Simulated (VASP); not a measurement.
Level of theory: PBEsol GGA, VASP's PBE PAW potentials (set 64) (plane waves; VASP 6.6.1).

A VASP calculation is set up with these files.

INCAR:
```
! general
SYSTEM  = BaHfO3
PREC    = Accurate
ENCUT   = 520
LREAL   = F   ! projection in real space or not
LASPH   = T   ! aspherical one-centre terms

! electronic loop
EDIFF   = 1E-7   ! SCF stop (eV)
NELM    = 100   ! most electronic steps
ALGO    = Normal
LMAXMIX = 6

! smearing
ISMEAR  = -5   ! tetrahedra, Bloechl

! functional
GGA     = PS   ! PBEsol

! ions
ISIF    = 2   ! forces and stress, cell fixed

! output
LWAVE   = F
LCHARG  = T
LORBIT  = 11   ! lm-projected
NEDOS   = 601
```

### KPOINTS
```
kpoints
0
Gamma
6 6 6
```

### POSCAR
```
BaHfO3
8.3097930
  0.4999999908   0.0000000000   0.0000000000
  0.0000000000   0.4999999908   0.0000000000
  0.0000000000   0.0000000000   0.4999999908
Ba Hf O
1 1 3
Cart
  0.0000000000   0.0000000000   0.0000000000
  0.2499999954   0.2499999954   0.2499999954
  0.2499999954   0.0000000000   0.2499999954
  0.0000000000   0.2499999954   0.2499999954
  0.2499999954   0.2499999954   0.0000000000
```

POTCAR, in this order: Ba_sv Hf_pv O (PBE.64 set). Program: vasp_std.

Unless said otherwise, spin-orbit coupling is left out, though it shifts the bands of the heavy elements here.

Task: What does the run give for the energy per atom (σ→0), band gap (on the k-mesh)?

Result: 
```json
{
  "energy per atom (σ→0)": "-9.104 eV/atom",
  "band gap (on the k-mesh)": "3.50 eV"
}
```

### OSZICAR
```
...
DAV:  10    -0.455179061247E+02    0.70375E-03   -0.94525E-03  1172   0.634E-01    0.526E-01
DAV:  11    -0.455178189078E+02    0.87217E-04   -0.73775E-04  1160   0.184E-01    0.534E-02
DAV:  12    -0.455178347246E+02   -0.15817E-04   -0.73493E-05  1266   0.583E-02    0.154E-01
DAV:  13    -0.455178350519E+02   -0.32723E-06   -0.75244E-06  1151   0.188E-02    0.301E-03
DAV:  14    -0.455178348801E+02    0.17173E-06   -0.60775E-07  1215   0.482E-03    0.689E-03
DAV:  15    -0.455178347246E+02    0.15552E-06   -0.11993E-07   790   0.250E-03    0.257E-03
DAV:  16    -0.455178347198E+02    0.48003E-08   -0.37461E-08   747   0.122E-03
   1 F= -.45517835E+02 E0= -.45517835E+02  d E =0.000000E+00
```

The compound is BaHfO3 in the cubic perovskite structure. It was relaxed first.
